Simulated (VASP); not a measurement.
```
CELL_PARAMETERS angstrom
      0.00000     1.99705     1.99705
      1.99705     0.00000     1.99705
      1.99705     1.99705     0.00000
ATOMIC_POSITIONS crystal
  Li 0.00626 0.00626 0.99374
  H  0.50000 0.50000 0.50000
```

Computed with r2SCAN meta-GGA, VASP's PBE PAW potentials (set 64) (plane waves; VASP). Run with 600 eV cut-off, 10×10×10 Γ-centred mesh, Gaussian smearing of 0.050 eV, potentials Li_sv H.

Q: Estimate the energy per atom (σ→0), band gap (on the k-mesh) with the smallest direct gap where there is one.

A: 
```json
{
  "band gap (on the k-mesh)": "3.58 eV",
  "smallest direct gap (on the k-mesh)": "3.58 eV",
  "energy per atom (σ→0)": "-3.410 eV/atom"
}
```

Only differences to runs with the same potentials and settings are physical.

The compound is LiH in the rock salt structure. This cell was strained or had an atom moved on purpose.
